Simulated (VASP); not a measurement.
```
Bi2Te3
1.0
    4.34696     0.00000     0.00000
   -2.17348     3.76458     0.00000
    0.00000     0.00000    23.86776
Bi Te
2 3
Direct
  0.33333   0.66667   0.41505
  0.00000   0.00000   0.58495
  0.00000   0.00000   0.34286
  0.66667   0.33333   0.50000
  0.33333   0.66667   0.65714
```

The numbers are results of PBEsol GGA, VASP's PBE PAW potentials (set 64) (plane waves; VASP), not measurements. Numerical set-up: 400 eV cut-off, 7×7×1 Γ-centred mesh, tetrahedra with Blöchl corrections, potentials Bi_d Te.

The cell holds a wide vacuum, so values per volume refer to the whole cell. The cores are frozen, which limits the accuracy of field gradients.

Q: Give the principal components of the electric field gradient (V/Å²) and the asymmetry η at each nucleus.

A: 
```tsv
atom	Vxx	Vyy	Vzz	η
Bi1	-9.9	-9.9	19.8	0.00
Bi2	-9.9	-9.9	19.8	0.00
Te3	24.3	24.3	-48.7	0.00
Te4	-51.5	-51.5	103.0	0.00
Te5	24.3	24.3	-48.7	0.00
```

The cell is a sheet with vacuum, built from a generated structure.
